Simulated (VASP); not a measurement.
```
CELL_PARAMETERS angstrom
      1.60347    -2.87428     0.00000
      1.60347     2.87428     0.00000
      0.00000     0.00000     5.07220
ATOMIC_POSITIONS crystal
  Zr 0.33333 0.66667 0.25000
  Zr 0.67760 0.34426 0.75000
```

Calculation: PBE GGA, VASP's PBE PAW potentials (set 64) (plane waves; VASP). Numerical set-up: 375 eV cut-off, 12×12×7 Γ-centred mesh, first-order Methfessel-Paxton smearing of 0.10 eV, potentials Zr_sv.

Task: Estimate the energy per atom (σ→0), largest force, band gap (on the k-mesh) with the smallest direct gap where there is one.

Result: 
The band gap (on the k-mesh) comes out as none (metal, semimetal or under 0.01 eV), the energy per atom (σ→0) is -820.9 kJ/mol of atoms and the largest force is 0.066 eV/Å.

The absolute energy has meaning only against runs of the same code, potentials and settings.

The compound is Zr in the hcp structure. The cell was not relaxed at this level, atoms are displaced from their ideal sites. The run is one of a series of settings (ENCUT = 375 against the base run), some of them coarse on purpose.
